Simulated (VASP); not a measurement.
Computed with SCAN meta-GGA, VASP's PBE PAW potentials (set 64) (plane waves; VASP).

VASP input:

**POSCAR**
```
Ca
3.9273670
  0.0000000000   0.7071067463   0.7071067463
  0.7071067463   0.0000000000   0.7071067463
  0.7071067463   0.7071067463   0.0000000000
Ca
1
Cartesian
  0.0000000000   0.0000000000   0.0000000000
```

### KPOINTS_OPT
```
k-points along high-symmetry lines
10
Line-mode
Reciprocal
  0.000000   0.000000   0.000000 ! GAMMA
  0.500000   0.000000   0.500000 ! X

  0.500000   0.000000   0.500000 ! X
  0.625000   0.250000   0.625000 ! U

  0.375000   0.375000   0.750000 ! K
  0.000000   0.000000   0.000000 ! GAMMA

  0.000000   0.000000   0.000000 ! GAMMA
  0.500000   0.500000   0.500000 ! L

  0.500000   0.500000   0.500000 ! L
  0.500000   0.250000   0.750000 ! W

  0.500000   0.250000   0.750000 ! W
  0.500000   0.000000   0.500000 ! X
```

File KPOINTS:
```
Automatic
0
Gamma
13 13 13
0 0 0
```

INCAR:
```
LWAVE  =  F
ISMEAR  =  -5
METAGGA  =  SCAN
NEDOS  =  601   # DOS grid
NELM  =  100   # most electronic steps
LORBIT  =  11
PREC  =  Accurate
ENCUT  =  400   # plane-wave cut-off (eV)
ALGO  =  Normal   # blocked Davidson
SYSTEM  =  Ca
EDIFF  =  1E-7
LMIXTAU  =  T
LCHARG  =  F
ISIF  =  2   # forces and stress, cell fixed
LREAL  =  F   # projection in real space or not
LASPH  =  T   # aspherical one-centre terms
```

POTCAR, in this order: Ca_sv (PBE.64 set). Program: vasp_std.

For a metal the tetrahedron method with Blöchl corrections gives inexact stress and forces.

**Question.** Predict the energy per atom (σ→0), band gap (over mesh and band path).

**Answer.** 
| Item | Value |
|---|---|
| energy per atom (σ→0) | -9617 meV/atom |
| band gap (over mesh and band path) | none (metal, semimetal or under 0.01 eV) |

OSZICAR:
```
...
DAV:  45    -0.961741498755E+01    0.14408E-05   -0.13727E-07  1523   0.431E-03    0.949E-05
DAV:  46    -0.961741383330E+01    0.11542E-05   -0.45410E-08   777   0.227E-03    0.122E-04
DAV:  47    -0.961741335096E+01    0.48234E-06   -0.35637E-09   771   0.701E-04    0.812E-05
DAV:  48    -0.961741311051E+01    0.24045E-06   -0.58025E-09   765   0.898E-04    0.107E-04
DAV:  49    -0.961741271543E+01    0.39508E-06   -0.29761E-09   765   0.654E-04    0.844E-05
DAV:  50    -0.961741277751E+01   -0.62077E-07   -0.63653E-10   765   0.277E-04
   1 F= -.96174128E+01 E0= -.96174128E+01  d E =0.000000E+00
       N       E                     dE             ncg
```

The structure comes from a measured Ca entry (Fm-3m) of the Crystallography Open Database, whose conditions weren't checked. It was relaxed first.
